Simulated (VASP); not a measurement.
# Cu (Copper): structure and properties in VASP

What structure and properties does PBE give Cu (Copper), and how near are they to the measured ones? The steps: full relaxation (PBE), second relaxation, density, ELF and potential (PBE), band structure (PBE), total and projected DOS (PBE), volume scan with PBE, fit for PBE and independent-particle dielectric function (PBE). Left out of this account: 1 further run (relaxation: it shows nothing beyond the runs told). The start is a cell from a database of measured crystal structures.

Method: PBE; plane waves and PAW (Cu), in VASP 6.6.1.

**What experiment says.**

For Cu, face-centered cubic (literature value used as simulation input, 300 K), “Multiple origins of extra electron diffractions in fcc metals” (2023, arxiv:2311.10326) quotes earlier work: lattice constant a (cubic lattice parameter, quoted experimental value) 3.615 Å [literature value at ambient conditions, used as fixed simulation input].

This is a report of a sequence of runs, with most program output left out.

## 1. Starting point

Before any relaxation, the start is as follows. Symmetry: Fm-3m, No. 225, cubic system. The conventional cell has a = 3.615 Å, b = 3.615 Å, c = 3.615 Å, α = 90.00°, β = 90.00°, γ = 90.00°. Cu has 12 Cu at 2.56 Å nearest.

## 2. Full relaxation (PBE)

The start need not lie at this functional's minimum. ISIF = 3 frees volume, shape and positions, and EDIFFG sets the threshold on forces and stress at which the search stops. PBE, the usual starting point, adds the gradient of the density.

The input, INCAR:

```
SYSTEM = Cu
PREC = Accurate
ENCUT = 400
EDIFF = 1E-06
NELM = 100
ISMEAR = 1
SIGMA = 0.2
LREAL = .FALSE.
ALGO = Normal
GGA = PE
NBANDS = 11
LASPH = .TRUE.
LORBIT = 11
LWAVE = .FALSE.
LCHARG = .FALSE.
KPAR = 2
IBRION = 2
NSW = 60
ISIF = 3
EDIFFG = -0.01
```

The input, POSCAR:

```
Cu
1.0
    0.0000000000      1.8075000000      1.8075000000
    1.8075000000      0.0000000000      1.8075000000
    1.8075000000      1.8075000000      0.0000000000
Cu
1
Direct
    0.0000000000      0.0000000000      0.0000000000
```

The input, KPOINTS:

```
Automatic mesh
0
Gamma
9 9 9
0 0 0
```

PAW data sets: Cu (PBE family, release 64).

Launch:

```
> mpirun -np 2 vasp_std
```

It took 7.4 s on 2 MPI ranks of Intel Xeon Platinum 8259CL at 2.50GHz (Skylake/Cascade Lake), shared host; peak memory 0.22 GiB.

This run has no spin polarisation. Its electron count is odd, so without a moment it is a metal by construction. The k-mesh is coarse for a metal. The run keeps the 48 symmetry operations of its start, so it cannot find a distortion of lower symmetry.

Relaxation path:

| step | energy less that of the first step (eV) | largest force (eV/Å) | pressure (GPa) | volume (Å³) |
| --- | --- | --- | --- | --- |
| 1 | 0.0000 | 0.0000 | 1.64 | 11.81 |
| 2 | -0.0004 | 0.0000 | -0.87 | 12.02 |
| 3 | -0.0007 | 0.0000 | -0.02 | 11.94 |

| conventional cell, symmetrised | before | after | change |
| --- | --- | --- | --- |
| a (Å) | 3.615 | 3.628 | +0.4 % |
| b (Å) | 3.615 | 3.628 | +0.4 % |
| c (Å) | 3.615 | 3.628 | +0.4 % |
| volume (Å³/atom) | 11.81 | 11.94 | +1.1 % |

The relaxed structure:

```xyz
1
Lattice="0.0000 1.8142 1.8142 1.8142 0.0000 1.8142 1.8142 1.8142 0.0000" Properties=species:S:1:pos:R:3 pbc="T T T"
Cu    0.0000    0.0000    0.0000
```

Numbers from this step:

```yaml
electrons: 11
bands: 11
irreducible_k_points: 35
symmetry_operations: 48
free_energy_toten: -3.741 eV
energy_at_zero_smearing: -3.741 eV
fermi_energy: 7.527 eV
pressure: -0.02495 GPa
metallic: yes
scf_cycles_over_all_ionic_steps: 22
```

It ends with forces that vanish by symmetry and a pressure of -0.02 GPa. The volume lies +1.1 % from that of the database's start.

## 3. Second relaxation

A relaxation keeps the plane waves of the cell it began with, so it is repeated from the new cell, on a basis made for it.

INCAR is that of step 2.

The input, POSCAR:

```
Cu
1.0
    0.0000000000      1.8141669229      1.8141669229
    1.8141669229      0.0000000000      1.8141669229
    1.8141669229      1.8141669229      0.0000000000
Cu
1
Direct
    0.0000000000      0.0000000000      0.0000000000
```

KPOINTS is that of step 2.

Launch:

```
> mpirun -np 2 vasp_std
```

It took 3.8 s on 2 MPI ranks; peak memory 0.21 GiB.

Little changed from the start: no atom moved by 0.005 Å and no cell edge by 0.1 %.

This step gave:

```
free energy (TOTEN)             : -3.742 eV
energy at zero smearing         : -3.742 eV
pressure                        : 0.02989 GPa
SCF cycles over all ionic steps : 11
```

It ends with forces that vanish by symmetry and a pressure of 0.03 GPa. The volume moved by under 0.01 %: the run met its threshold at the first step.

## 4. Density, ELF and potential (PBE)

A single point on the relaxed cell gives a clean self-consistent state, with density, ELF and potential written out.

Edit INCAR of step 3 so:

```diff
@@ -14,7 +14,5 @@
 LWAVE = .FALSE.
-LCHARG = .FALSE.
-KPAR = 2
-IBRION = 2
-NSW = 60
-ISIF = 3
-EDIFFG = -0.01
+LCHARG = .TRUE.
+ISIF = 2
+LELF = .TRUE.
+LVHAR = .TRUE.
```

POSCAR is that of step 3.

KPOINTS is that of step 3.

Launch:

```
> mpirun -np 2 vasp_std
```

The job ended after 4.4 s (2 MPI ranks; peak memory 0.2 GiB).

Numbers from this step:

- SCF cycles: 11
- bands: 12
- pressure: 0.02618 GPa

Valence electrons inside each PAW sphere by angular momentum. Sphere charges, by row:

| atom | s (e) | p (e) | d (e) | tot (e) |
| --- | --- | --- | --- | --- |
| Cu1 | 0.446 | 0.372 | 9.172 | 9.991 |

Electrostatic potential energy in the ac plane of the conventional cell at fractional y = 0.000, with atoms of Cu within 0.2 Å of it. With pseudopotentials it is smooth inside the atoms' cores, unlike the true potential.

Ten even steps from '0' (-50 eV) to '9' (3 eV), each cell a mean:
```
01369999998520
12579999999642
55799999999865
88999766789998
99997533368999
99985210137999
99985100036999
99985200136999
99996421257999
99998655579999
67899988899976
33689999999753
01379999998521
00369999998510
```
Columns run along a (3.6 Å; values clipped at the 3rd and 97th percentile), rows up along c (3.6 Å), edges of the conventional cell, whose origin can differ from the input's. Atoms in or near the plane, at fractional coordinates: Cu at (0.00, 0.00), Cu at (0.50, 0.50).

Valence density in the ac plane of the conventional cell at fractional y = 0.000, with atoms of Cu within 0.2 Å of it. It is the smooth field of the valence electrons, not physical close to the nuclei.

Values in e/Å³, 14 rows by 14 columns, each cell a mean:
```
13  9  3  1  0  0  0  0  0  0  0  1  5 11
 6  4  1  0  0  0  0  0  0  0  0  1  2  5
 1  1  0  0  0  0  0  0  0  0  0  0  1  1
 0  0  0  0  0  0  1  1  1  0  0  0  0  0
 0  0  0  0  0  1  3  4  2  1  0  0  0  0
 0  0  0  0  1  4  9 11  7  2  1  0  0  0
 0  0  0  0  1  6 13 16 11  4  1  0  0  0
 0  0  0  0  1  5 11 13  9  3  1  0  0  0
 0  0  0  0  1  2  5  6  4  1  0  0  0  0
 0  0  0  0  0  1  1  1  1  0  0  0  0  0
 1  1  0  0  0  0  0  0  0  0  0  0  0  1
 4  2  1  0  0  0  0  0  0  0  0  0  1  3
11  7  2  1  0  0  0  0  0  0  0  1  4  9
16 11  4  1  0  0  0  0  0  0  0  1  6 13
```
Columns run along a (3.6 Å), rows up along c (3.6 Å), edges of the conventional cell, whose origin can differ from the input's. Atoms in or near the plane, at fractional coordinates: Cu at (0.00, 0.00), Cu at (0.50, 0.50).

ELF in the ac plane of the conventional cell at fractional y = 0.000, with atoms of Cu within 0.2 Å of it. It is the smooth field of the valence electrons, not physical close to the nuclei.

Ten even steps from '0' (0.01) to '9' (0.24), each cell a mean:
```
00478999987620
13688999998752
67889887899876
78898877789987
89988643478998
99987300147899
99876100037799
99876200047899
99987521368899
78998766788988
77899877889887
34789988998864
01478999998730
00377999987610
```
Columns run along a (3.6 Å), rows up along c (3.6 Å), edges of the conventional cell, whose origin can differ from the input's. Atoms in or near the plane, at fractional coordinates: Cu at (0.00, 0.00), Cu at (0.50, 0.50).

In this run the pressure is 0.03 GPa, small enough to go on.

## 5. Band structure (PBE)

The mesh alone shows little of the dispersion and can miss band extrema, so KPOINTS_OPT adds a path through the symmetry points after the self-consistent cycle.

The input, INCAR:

```
SYSTEM = Cu
PREC = Accurate
ENCUT = 400
EDIFF = 1E-06
NELM = 100
ISMEAR = 1
SIGMA = 0.2
LREAL = .FALSE.
ALGO = Normal
GGA = PE
NBANDS = 16
LASPH = .TRUE.
LORBIT = 11
LWAVE = .FALSE.
LCHARG = .FALSE.
KPAR = 2
```

POSCAR is that of step 4.

KPOINTS is that of step 4.

The input, KPOINTS_OPT:

```
Line mode
16
Line-mode
Reciprocal
  0.00000000   0.00000000   0.00000000 GAMMA
  0.50000000   0.00000000   0.50000000 X

  0.50000000   0.00000000   0.50000000 X
  0.50000000   0.25000000   0.75000000 W

  0.50000000   0.25000000   0.75000000 W
  0.37500000   0.37500000   0.75000000 K

  0.37500000   0.37500000   0.75000000 K
  0.00000000   0.00000000   0.00000000 GAMMA

  0.00000000   0.00000000   0.00000000 GAMMA
  0.50000000   0.50000000   0.50000000 L

  0.50000000   0.50000000   0.50000000 L
  0.62500000   0.25000000   0.62500000 U

  0.62500000   0.25000000   0.62500000 U
  0.50000000   0.25000000   0.75000000 W

  0.50000000   0.25000000   0.75000000 W
  0.50000000   0.50000000   0.50000000 L

  0.50000000   0.50000000   0.50000000 L
  0.37500000   0.37500000   0.75000000 K

  0.62500000   0.25000000   0.62500000 U
  0.50000000   0.00000000   0.50000000 X
```

Launch:

```
> mpirun -np 2 vasp_std
```

The job ended after 10 s (2 MPI ranks; peak memory 0.22 GiB; 16 s of CPU time).

Numbers from this step:

| Quantity | Value |
| --- | --- |
| bands | 16 |
| pressure | 0.03455 GPa |

The electronic bands at the labelled points (eV, zero at the Fermi level; # counts the bands kept):

| point | #2 | #3 | #4 | #5 | #6 | #7 |
| --- | --- | --- | --- | --- | --- | --- |
| Γ | -3.06 | -3.06 | -3.06 | -2.25 | -2.25 | 22.43 |
| 0.47 of the way | -3.70 | -2.70 | -2.49 | -2.49 | -2.02 | 17.39 |
| X | -4.43 | -1.71 | -1.56 | -1.56 | 1.43 | 6.96 |
| 0.47 of the way | -4.25 | -2.38 | -1.93 | -1.55 | 2.83 | 7.21 |
| W | -3.56 | -3.56 | -2.30 | -1.55 | 6.08 | 6.08 |
| 0.47 of the way | -3.94 | -3.11 | -2.21 | -1.63 | 4.78 | 6.00 |
| K | -4.08 | -2.81 | -2.12 | -1.75 | 4.23 | 5.61 |
| 0.47 of the way | -3.55 | -3.08 | -2.59 | -2.49 | -1.40 | 12.17 |
| Γ | -3.06 | -3.06 | -3.06 | -2.25 | -2.25 | 22.43 |
| 0.53 of the way | -3.30 | -2.92 | -2.92 | -2.13 | -2.13 | 11.48 |
| L | -3.10 | -3.10 | -1.70 | -1.70 | -1.05 | 3.63 |
| 0.47 of the way | -3.47 | -2.92 | -2.78 | -1.74 | 1.26 | 3.92 |
| U | -4.08 | -2.81 | -2.12 | -1.75 | 4.23 | 5.61 |
| 0.47 of the way | -3.97 | -3.05 | -2.20 | -1.64 | 4.65 | 5.92 |
| W | -3.56 | -3.56 | -2.30 | -1.55 | 6.08 | 6.08 |
| 0.47 of the way | -3.70 | -3.18 | -2.57 | -1.75 | 2.30 | 4.21 |
| L | -3.10 | -3.10 | -1.70 | -1.70 | -1.05 | 3.63 |
| 0.53 of the way | -3.57 | -3.02 | -2.69 | -1.75 | 1.71 | 4.03 |
| K | -4.08 | -2.81 | -2.12 | -1.75 | 4.23 | 5.61 |
| jump to U | -4.08 | -2.81 | -2.12 | -1.75 | 4.23 | 5.61 |
| 0.47 of the way | -4.32 | -2.10 | -1.85 | -1.61 | 2.42 | 7.12 |
| X | -4.43 | -1.71 | -1.56 | -1.56 | 1.43 | 6.96 |

There is no gap at this level.

Of the bands kept, 1 crosses the Fermi level on this path.

## 6. Total and projected DOS (PBE)

Here the states are counted by energy and projected on the atoms. The mesh is finer than in the run before.

Edit INCAR of step 5 so:

```diff
@@ -5,3 +5,3 @@
 NELM = 100
-ISMEAR = 1
+ISMEAR = -5
 SIGMA = 0.2
@@ -16 +16,2 @@
 KPAR = 2
+NEDOS = 2001
```

POSCAR is that of step 5.

The input, KPOINTS:

```
Automatic mesh
0
Gamma
13 13 13
0 0 0
```

Launch:

```
> mpirun -np 2 vasp_std
```

Elapsed: 7.8 s, on 2 MPI ranks; peak memory 0.22 GiB; 12 s of CPU time.

With tetrahedra the forces and stress of a metal are not exact derivatives of the energy.

Numbers from this step:

```
irreducible k-points   : 84
free energy (TOTEN)    : -3.728 eV
Fermi energy           : 7.518 eV
pressure               : -0.08177 GPa
DOS at the Fermi level : 0.3207 states/eV/cell
```

The density of states has structure finer than the step of the table below, so its rows give means over 0.5 eV, whole bins alone (the curve runs from -12.0 to 7.87 eV). Peaks (eV: height): total -4.14: 2.58, -3.07: 4.29, -2.39: 3.96, -1.70: 5.88; Cu d -4.14: 2.12, -3.07: 3.83, -1.70: 5.79; Cu p -3.17: 0.142, -2.78: 0.0964, 1.72: 0.0921, 6.69: 0.108; Cu s -4.83: 0.143, 4.16: 0.0768, 4.74: 0.0818, 7.38: 0.0604.

States under -12.0 eV and over 7.9 eV are left out. Table of density of states by energy, zero at the Fermi level; means over each step; values in states/eV/cell:

| energy (eV) | total | Cu d | Cu p | Cu s |
| --- | --- | --- | --- | --- |
| -10.0 | 0 | 0 | 0 | 0 |
| -9.5 | 0.00101 | 0 | 6.9e-6 | 5.8e-4 |
| -9.0 | 0.0370 | 0 | 7.9e-4 | 0.0206 |
| -8.5 | 0.0690 | 3.5e-4 | 0.00305 | 0.0367 |
| -8.0 | 0.0935 | 0.00126 | 0.00609 | 0.0473 |
| -7.5 | 0.116 | 0.00339 | 0.00999 | 0.0549 |
| -7.0 | 0.143 | 0.00787 | 0.0147 | 0.0628 |
| -6.5 | 0.177 | 0.0177 | 0.0204 | 0.0700 |
| -6.0 | 0.229 | 0.0392 | 0.0272 | 0.0791 |
| -5.5 | 0.343 | 0.103 | 0.0369 | 0.0937 |
| -5.0 | 0.804 | 0.435 | 0.0522 | 0.129 |
| -4.5 | 1.49 | 1.08 | 0.0616 | 0.104 |
| -4.0 | 2.20 | 1.84 | 0.0780 | 0.0259 |
| -3.5 | 2.67 | 2.31 | 0.0996 | 0.0114 |
| -3.0 | 3.84 | 3.47 | 0.104 | 0.0258 |
| -2.5 | 3.29 | 3.08 | 0.0596 | 0.0137 |
| -2.0 | 3.75 | 3.65 | 0.0253 | 0.0109 |
| -1.5 | 1.85 | 1.77 | 0.0255 | 0.0200 |
| -1.0 | 0.384 | 0.265 | 0.0437 | 0.0266 |
| -0.5 | 0.324 | 0.182 | 0.0557 | 0.0284 |
| 0.0 | 0.319 | 0.159 | 0.0646 | 0.0300 |
| 0.5 | 0.287 | 0.121 | 0.0697 | 0.0280 |
| 1.0 | 0.272 | 0.100 | 0.0752 | 0.0262 |
| 1.5 | 0.271 | 0.0884 | 0.0829 | 0.0246 |
| 2.0 | 0.251 | 0.0743 | 0.0831 | 0.0210 |
| 2.5 | 0.213 | 0.0592 | 0.0735 | 0.0170 |
| 3.0 | 0.184 | 0.0482 | 0.0662 | 0.0137 |
| 3.5 | 0.176 | 0.0439 | 0.0649 | 0.0127 |
| 4.0 | 0.220 | 0.0626 | 0.0479 | 0.0504 |
| 4.5 | 0.252 | 0.0684 | 0.0506 | 0.0650 |
| 5.0 | 0.271 | 0.0686 | 0.0561 | 0.0709 |
| 5.5 | 0.277 | 0.0654 | 0.0717 | 0.0583 |
| 6.0 | 0.273 | 0.0619 | 0.0785 | 0.0490 |
| 6.5 | 0.280 | 0.0622 | 0.0842 | 0.0454 |
| 7.0 | 0.270 | 0.0612 | 0.0763 | 0.0456 |
| 7.5 | 0.288 | 0.0687 | 0.0704 | 0.0556 |

The finer mesh and the other smearing move the Fermi level by -0.01 eV from the 9×9×9 run, a small shift, which tests the Fermi level alone. Of the states within 0.3 eV of the Fermi level, the largest shares in the PAW spheres are Cu d 50 %, Cu p 20 % and Cu s 9 %. The rest lies in smaller channels or between the spheres.

## 7. Volume scan with PBE, volume scale 0.94

An equation of state needs energies on both sides of the minimum, all on one mesh and cutoff.

The input, INCAR:

```
SYSTEM = Cu
PREC = Accurate
ENCUT = 400
EDIFF = 1E-06
NELM = 100
ISMEAR = 1
SIGMA = 0.2
LREAL = .FALSE.
ALGO = Normal
GGA = PE
NBANDS = 11
LASPH = .TRUE.
LORBIT = 11
LWAVE = .FALSE.
LCHARG = .FALSE.
KPAR = 2
ISIF = 2
```

The input, POSCAR:

```
Cu
1.0
    0.0000000000      1.7771327166      1.7771327166
    1.7771327166      0.0000000000      1.7771327166
    1.7771327166      1.7771327166      0.0000000000
Cu
1
Direct
    0.0000000000      0.0000000000      0.0000000000
```

The input, KPOINTS:

```
Automatic mesh
0
Gamma
9 9 9
0 0 0
```

Launch:

```
> mpirun -np 2 vasp_std
```

The job ended after 2.4 s (2 MPI ranks; peak memory 0.2 GiB; 3.6 s of CPU time).

The scan keeps the cell's shape and the fractional positions fixed.

This step gave:

- bands: 11
- irreducible k-points: 35
- free energy (TOTEN): -3.716 eV
- energy at zero smearing: -3.717 eV
- Fermi energy: 8.278 eV
- pressure: 10.26 GPa

The pressure here is 10.26 GPa.

## 8. Volume scan with PBE, volume scale 0.96

INCAR is that of step 7.

The input, POSCAR:

```
Cu
1.0
    0.0000000000      1.7896481480      1.7896481480
    1.7896481480      0.0000000000      1.7896481480
    1.7896481480      1.7896481480      0.0000000000
Cu
1
Direct
    0.0000000000      0.0000000000      0.0000000000
```

KPOINTS is that of step 7.

Launch:

```
> mpirun -np 2 vasp_std
```

Elapsed: 3.6 s, on 2 MPI ranks; peak memory 0.21 GiB; 5 s of CPU time.

This step gave:

| Property | Result |
| --- | --- |
| free energy (TOTEN) | -3.730 eV |
| energy at zero smearing | -3.730 eV |
| Fermi energy | 8.016 eV |
| pressure | 6.439 GPa |

The pressure falls from 10.26 to 6.44 GPa.

The run ends at a pressure of 6.44 GPa.

## 9. Volume scan with PBE, volume scale 0.98

INCAR is that of step 8.

The input, POSCAR:

```
Cu
1.0
    0.0000000000      1.8019909391      1.8019909391
    1.8019909391      0.0000000000      1.8019909391
    1.8019909391      1.8019909391      0.0000000000
Cu
1
Direct
    0.0000000000      0.0000000000      0.0000000000
```

KPOINTS is that of step 8.

Launch:

```
> mpirun -np 2 vasp_std
```

It took 3.8 s on 2 MPI ranks; peak memory 0.21 GiB; 5.3 s of CPU time.

The pressure falls from 6.44 to 3.03 GPa.

The run ends at a pressure of 3.03 GPa.

## 10. Volume scan with PBE, volume scale 1

INCAR is that of step 9.

The input, POSCAR:

```
Cu
1.0
    0.0000000000      1.8141669229      1.8141669229
    1.8141669229      0.0000000000      1.8141669229
    1.8141669229      1.8141669229      0.0000000000
Cu
1
Direct
    0.0000000000      0.0000000000      0.0000000000
```

KPOINTS is that of step 9.

Launch:

```
> mpirun -np 2 vasp_std
```

It took 3.6 s on 2 MPI ranks; peak memory 0.21 GiB; 5 s of CPU time.

The pressure falls from 3.03 to 0.03 GPa.

The run ends at a pressure of 0.03 GPa.

## 11. Volume scan with PBE, volume scale 1.02

INCAR is that of step 10.

The input, POSCAR:

```
Cu
1.0
    0.0000000000      1.8261816235      1.8261816235
    1.8261816235      0.0000000000      1.8261816235
    1.8261816235      1.8261816235      0.0000000000
Cu
1
Direct
    0.0000000000      0.0000000000      0.0000000000
```

KPOINTS is that of step 10.

Launch:

```
> mpirun -np 2 vasp_std
```

Elapsed: 3.8 s, on 2 MPI ranks; peak memory 0.21 GiB; 5.2 s of CPU time.

The pressure falls from 0.03 to -2.64 GPa.

The run ends at a pressure of -2.64 GPa.

## 12. Volume scan with PBE, volume scale 1.04

INCAR is that of step 11.

The input, POSCAR:

```
Cu
1.0
    0.0000000000      1.8380402780      1.8380402780
    1.8380402780      0.0000000000      1.8380402780
    1.8380402780      1.8380402780      0.0000000000
Cu
1
Direct
    0.0000000000      0.0000000000      0.0000000000
```

KPOINTS is that of step 11.

Launch:

```
> mpirun -np 2 vasp_std
```

Elapsed: 3.6 s, on 2 MPI ranks; peak memory 0.21 GiB.

The pressure falls from -2.64 to -5.00 GPa.

The run ends at a pressure of -5.00 GPa.

[end of part 1 of 2]

[Lines on the potential files, build, host, timing and source positions are cut from VASP's logs without a mark.]

[Logs are printed without paths, hosts, clocks, repeated set-up lines and the standing remarks that a program may print on its own settings, such as how far it seeks lower states.]

[Hosts, paths, dates, database ids (printed as entryN), source tags and the programs' standing remarks are cut or masked in the printed files.]

[A measured line is paired with the nearest computed mode of its activity, which favours agreement.]
